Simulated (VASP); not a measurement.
GdN:

```
Gd N
1.0
     2.56000   -2.56000    0.00000
     2.56000    2.56000    0.00000
     0.00000    0.00000    5.12000
Gd N
2 2
Direct
  0.00000 0.00000 0.00000
  0.50000 0.50000 0.50000
  0.50000 0.50000 0.00000
  0.00000 0.00000 0.50000
```

The cell comes from a database or a generator and needn't be the stable form of this composition.

Base run:

```yaml
Program: VASP 6.6.1
Functional: PBE
Potentials_or_basis: VASP PAW PBE potentials, release 64 (Gd, N)
Cutoff: 520 eV
k_mesh: 8 × 8 × 6
Occupations: fermi-dirac, width 0.05 eV
Spin: collinear spin, antiferromagnetic start
Starting_moments: "[7.0, -7.0, 0.0, 0.0] μB"
Hubbard_terms: Gd f U = 6 eV
```

Its results: band gap on the k mesh 0.16 eV; pressure -8.6 GPa; net moment 0.00 μB per cell; site moments Gd +6.86, -6.86; N -0.04, +0.04 μB.

Task: The run is repeated on the same cell with these changes: spin from collinear spin, antiferromagnetic start to collinear spin, ferromagnetic start; moments at the start from [7.0, -7.0, 0.0, 0.0] to [7.0, 7.0, 0.0, 0.0]. What comes out?

Result: Band gap on the k mesh none (metal or under the smearing width); pressure -8.6 GPa; net moment 14.00 μB per cell; site moments Gd +6.87; N -0.11 μB.

Caveats: spin-orbit coupling is left out, which moves the levels of the heavy elements.

A k mesh can miss the band edges.

Not every run made on this cell is shown here.
